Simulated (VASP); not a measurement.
Wanted: the native input for a VASP 6.6.1 run.

| Item | Value |
| --- | --- |
| Task | single point |
| Functional | PBE |
| Potentials or basis | VASP PAW PBE potentials, release 64 (Al, H, Cl) |
| Cutoff | 520 eV |
| k mesh | 3 × 3 × 6 |
| Occupations | gaussian, width 0.1 eV |
| Spin | no spin polarisation |
| Dipole correction | no |
| Further INCAR settings | ALGO = Normal; EDIFF = 1e-07; NBANDS = 25 |

The structure of Al2H3Cl3 lies in POSCAR:

```
Al2H3Cl3
1.0
    6.1915226912      0.0000000025      0.0000000000
   -3.0957613478      5.3620159375      0.0000000000
    0.0000000000      0.0000000000      3.3728594434
Al H Cl
2 3 3
Direct
    0.3333333333      0.6666666667      0.0000000000
    0.6666666667      0.3333333333      0.0000000000
    0.4179938598      0.0000000000      0.5000000000
    0.5820061402      0.5820061402      0.5000000000
    0.0000000000      0.4179938598      0.5000000000
    0.7292692570      0.0000000000      0.0000000000
    0.2707307430      0.2707307430      0.0000000000
    0.0000000000      0.7292692570      0.0000000000
```

The cell was built by a generator and needn't be a form met in nature.

The cell isn't the ideal one: species swapped into the Ti3In3Rh2 type (P-62m, No. 189).

The input as run:

INCAR

```
PREC = Accurate
ENCUT = 520
EDIFF = 1E-7
ISMEAR = 0
SIGMA = 0.1
LREAL = False
LASPH = True
NELM = 100
ALGO = Normal
ISIF = 2
LWAVE = False
LCHARG = True
GGA = PE
LELF = True
LVHAR = True
NBANDS = 25
```

KPOINTS

```
Automatic mesh
0
Gamma
  3 3 6
```

Potentials or basis: VASP PAW PBE potentials, release 64 (Al, H, Cl).

Run with:

```console
$ cat potpaw_PBE.64/Al/POTCAR potpaw_PBE.64/H/POTCAR potpaw_PBE.64/Cl/POTCAR > POTCAR
$ mpirun -np 1 vasp_std > vasp.out
```

Results of the run:

```
Pressure               : 0.0 GPa
Largest force          : 0.008 eV/Å
Band gap on the k mesh : none (metal or under the smearing width)
```

Caveat: the k mesh is coarse (spacing up to 0.39 Å⁻¹), so the values aren't converged.

Wall time 54 s on 1 thread of AMD EPYC 7R43 64-Core Processor (Zen 3), on a shared host, peak memory 0.2 GiB.
